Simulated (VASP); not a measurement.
VASP runs on YTc2 (space group Fd-3m) share one base input (PBE GGA, plane waves, VASP's PBE PAW potentials (set 64)) and change the settings named in each case.

**INCAR**
```
! general
SYSTEM  = YTc2
PREC    = Accurate
ENCUT   = 300
LREAL   = .False.
LASPH   = .True.

! electronic loop
EDIFF   = 1E-6
NELM    = 100
ALGO    = Normal
LMAXMIX = 4

! smearing
ISMEAR  = 0
SIGMA   = 0.272

! functional
GGA     = PE

! ions
ISIF    = 2

! output
LWAVE   = .False.
LCHARG  = .False.
```

**KPOINTS**
```
Automatic mesh
0
Gamma
4 4 4
0 0 0
```

POSCAR:
```
YTc2
1
    0.0000000000     3.9353530000     3.9353530000
    3.9353530000     0.0000000000     3.9353530000
    3.9353530000     3.9353530000     0.0000000000
Tc Y
4 2
Direct
  0.1250000000   0.1250000000   0.1250000000
  0.6250000000   0.1250000000   0.1250000000
  0.1250000000   0.6250000000   0.1250000000
  0.1250000000   0.1250000000   0.6250000000
  0.7500000000   0.7500000000   0.7500000000
  0.5000000000   0.5000000000   0.5000000000
```

POTCAR, in this order: Tc_pv Y_sv (PBE.64 set). Program: vasp_std.

```
change                                                                                                                                                              E(σ→0) (eV/atom)  pressure (GPa)  −TS (eV)
------------------------------------------------------------------------------------------------------------------------------------------------------------------  ----------------  --------------  --------
base run                                                                                                                                                                     -9.1078          -13.42   -0.2831
GGA removed, POTCAR Tc_pv Y_sv (LDA.64 set)                                                                                                                                 -10.0677               …         …
GGA_COMPAT = .FALSE., LNONCOLLINEAR = .TRUE., LSORBIT = .TRUE., MAGMOM = 0.0 0.0 0.0 0.0 0.0 0.0 0.0 0.0 0.0 0.0 0.0 0.0 0.0 0.0 0.0 0.0 0.0 0.0, program vasp_ncl           -9.1933               …         …
KPOINTS 1×1×1 Γ-centred mesh                                                                                                                                                 -7.7942          -10.66   -1.3884
```

Question: Fill in the missing entries.

Answer: 
- GGA_COMPAT = .FALSE., LNONCOLLINEAR = .TRUE., LSORBIT = .TRUE., MAGMOM = 0.0 0.0 0.0 0.0 0.0 0.0 0.0 0.0 0.0 0.0 0.0 0.0 0.0 0.0 0.0 0.0 0.0 0.0, program vasp_ncl, pressure (GPa): -13.33
- GGA_COMPAT = .FALSE., LNONCOLLINEAR = .TRUE., LSORBIT = .TRUE., MAGMOM = 0.0 0.0 0.0 0.0 0.0 0.0 0.0 0.0 0.0 0.0 0.0 0.0 0.0 0.0 0.0 0.0 0.0 0.0, program vasp_ncl, −TS (eV): -0.2804
- GGA removed, POTCAR Tc_pv Y_sv (LDA.64 set), pressure (GPa): -21.48
- GGA removed, POTCAR Tc_pv Y_sv (LDA.64 set), −TS (eV): -0.2865

Energies of different potentials or functionals have different zeros.  At 300 eV the pressure can carry a Pulay error.

Left out are runs that ran out of time, are held back, or changed the cell or the kind of run, fixed moments of cells without a moment, rows past the twelfth, gaps on odd meshes, pressures of charged cells and columns that move by less than the noise.

The structure was generated: YTc2 was put into an ordered model structure, which need not be its known phase. The cell was not relaxed at this level, its lattice was scaled by up to 2.5 %.
